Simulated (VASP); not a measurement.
Data:

```
CELL_PARAMETERS angstrom
      3.00362     0.00000     0.00000
      0.00000     3.00362     0.00000
      0.00000     0.00000     3.00362
ATOMIC_POSITIONS crystal
  Ti 0.00000 0.00000 0.00000
  Co 0.50000 0.50000 0.50000
```

Method: TPSS meta-GGA, VASP's PBE PAW potentials (set 64) (plane waves; VASP 6.6.1). Numerical set-up: 520 eV cut-off, 12×12×12 Γ-centred mesh, first-order Methfessel-Paxton smearing of 0.10 eV, potentials Ti_sv Co.

Question: Give the stress tensor in GPa (positive for a compressed cell).

Answer: 
```
-10.01    0.00    0.00
  0.00  -10.01    0.00
  0.00    0.00  -10.01
```
The pressure is its mean diagonal, -10.01 GPa.

The compound is TiCo in the CsCl type structure. This cell is one point of a volume scan, at 1.06 of the reference volume. The run is not spin-polarised, so no magnetic state was tried. The electron count is odd and the run is not spin-polarised, which forces a metal.
